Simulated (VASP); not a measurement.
Output of a VASP run:

### OSZICAR
```
       N       E                     dE             d eps       ncg     rms          rms(c)
DAV:   1     0.468118788039E+02    0.46812E+02   -0.83314E+03  1536   0.123E+03
DAV:   2    -0.356047946002E+02   -0.82417E+02   -0.75764E+02  2028   0.231E+02
DAV:   3    -0.392075766905E+02   -0.36028E+01   -0.35774E+01  1968   0.489E+01
DAV:   4    -0.392532613344E+02   -0.45685E-01   -0.45648E-01  1912   0.634E+00
DAV:   5    -0.392542261790E+02   -0.96484E-03   -0.96432E-03  1896   0.883E-01    0.900E+00
DAV:   6    -0.374193229724E+02    0.18349E+01   -0.18083E+00  1752   0.937E+00    0.527E+00
DAV:   7    -0.368368235763E+02    0.58250E+00   -0.19978E+00  1780   0.996E+00    0.142E+00
DAV:   8    -0.368443410273E+02   -0.75175E-02   -0.61482E-02  1756   0.170E+00    0.975E-02
DAV:   9    -0.368443030212E+02    0.38006E-04   -0.11852E-03  1932   0.287E-01    0.561E-02
DAV:  10    -0.368444979807E+02   -0.19496E-03   -0.23541E-04  1800   0.134E-01    0.263E-02
DAV:  11    -0.368444986369E+02   -0.65623E-06   -0.34742E-06  1948   0.163E-02
   1 F= -.36844499E+02 E0= -.36844532E+02  d E =0.986474E-04
```

### OUTCAR
```
------------------------ aborting loop because EDIFF is reached ----------------------------------------
  FORCE on cell =-STRESS in cart. coord.  units (eV):
  Direction    XX          YY          ZZ          XY          YZ          ZX
  --------------------------------------------------------------------------------------
  Total        0.7862478      0.7862474      0.7904662     -0.0000000      0.0000000      0.0000000
  in kB       35.8217449     35.8217283     36.0139368     -0.0000000      0.0000000      0.0000000
  external PRESSURE =      35.8858033 kB  Pullay stress =       0.0000000 kB
  volume of cell :       35.17
      direct lattice vectors                 reciprocal lattice vectors
     1.230000000 -2.130422000  0.000000000     0.406504065 -0.234695286  0.000000000
     1.230000000  2.130422000  0.000000000     0.406504065  0.234695286  0.000000000
     0.000000000  0.000000000  6.710000000     0.000000000  0.000000000  0.149031297
 POSITION                                       TOTAL-FORCE (eV/Angst)
 -----------------------------------------------------------------------------------
      0.00000      0.00000      1.67750         0.000000     -0.000000     -0.000000
      0.00000      0.00000      5.03250        -0.000000      0.000000      0.000000
      1.23000      0.71014      1.67750         0.000000     -0.000000     -0.000000
      1.23000     -0.71014      5.03250         0.000000      0.000000     -0.000000
 -----------------------------------------------------------------------------------
    total drift:                               -0.000000     -0.000000      0.000000
  FREE ENERGIE OF THE ION-ELECTRON SYSTEM (eV)
  ---------------------------------------------------
  free  energy   TOTEN  =       -36.8444986369 eV

  energy  without entropy=      -36.8445972843  energy(sigma->0) =      -36.84453152
```
(Selected blocks of OUTCAR.)

File POSCAR:
```
C
1
    1.2300000000    -2.1304220000     0.0000000000
    1.2300000000     2.1304220000     0.0000000000
    0.0000000000     0.0000000000     6.7100000000
C
4
Direct
  0.0000000000   0.0000000000   0.2500000000
  0.0000000000   0.0000000000   0.7500000000
  0.3333330000   0.6666670000   0.2500000000
  0.6666670000   0.3333330000   0.7500000000
```

Q: Write an INCAR and KPOINTS that could have produced this output.

A: Several could match; the one computed here: the input of the run itself, PBE GGA, plane waves, VASP's PBE PAW potentials (set 64).

File KPOINTS:
```
Automatic mesh
0
Gamma
  13 13 4
0 0 0
```

INCAR:
```
PREC=Accurate
GGA=PE   # PBE
SIGMA=0.1   # width (eV)
NELM=100   # most electronic steps
LCHARG=F
ISMEAR=1
ALGO=Normal   # blocked Davidson
ISIF=2   # forces and stress, cell fixed
SYSTEM=C
LASPH=T   # aspherical one-centre terms
EDIFF=1E-6
ENCUT=520
LWAVE=F
LREAL=F
```

POTCAR, in this order: C (PBE.64 set). Program: vasp_std.

The compound is C in the graphite structure. The cell was not relaxed at this level.
